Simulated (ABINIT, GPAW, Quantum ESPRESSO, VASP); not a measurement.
Mg2PbN2: 4 runs at one level of theory

```
CELL_PARAMETERS angstrom
3.62686 0.00000 0.00000
-1.81343 3.14096 0.00000
0.00000 0.00000 6.56589
ATOMIC_POSITIONS crystal
Pb 0.99501 0.99345 0.49243
Mg 0.34569 0.67127 0.85577
Mg 0.66837 0.32784 0.12999
N 0.32705 0.65797 0.19715
N 0.65911 0.32126 0.79218
```

The cell comes from a database or a generator and needn't be the stable form of this composition.

Atoms were shifted at random by some hundredths of an Å from the given cell, which wasn't relaxed again for these runs.

Alike in all runs: task single point; functional PBE; k mesh 9 × 9 × 4; occupations fermi-dirac, width 0.05 eV; no spin polarisation; no spin-orbit coupling. Pressure is positive in compression and, in plane waves, holds the error of the finite cutoff.

| program and potentials | plane-wave cutoff (eV) | notes | pressure (GPa) | largest force (eV/Å) | energy over the undisturbed cell (meV/atom) |
| --- | --- | --- | --- | --- | --- |
| VASP, PBE PAW files Mg, N, Pb_d, 520 eV | 520 | 5.6 valence electrons an atom on average | ? | ? | - |
| Quantum ESPRESSO, SSSP 1.3 efficiency PBE | 816 | 5.6 valence electrons an atom on average | -0.30 | 0.506 | 3.84 |
| ABINIT, JTH PAW PBE v2.0 | 707 | 8.8 valence electrons an atom on average | -0.18 | 0.496 | 3.73 |
| GPAW, GPAW PAW data sets (gpaw-data 1.2.1) | 800 | 8.8 valence electrons an atom on average | -0.51 | 0.507 | - |

Problem. Estimate from the other rows what the run with VASP, PBE PAW files Mg, N, Pb_d, 520 eV gave.

Solution. Pressure -0.30 GPa; largest force 0.502 eV/Å. The other rows, which needn't bracket it: pressure -0.51 to -0.18; largest force 0.496 to 0.507; energy over the undisturbed cell 3.73 to 3.84.
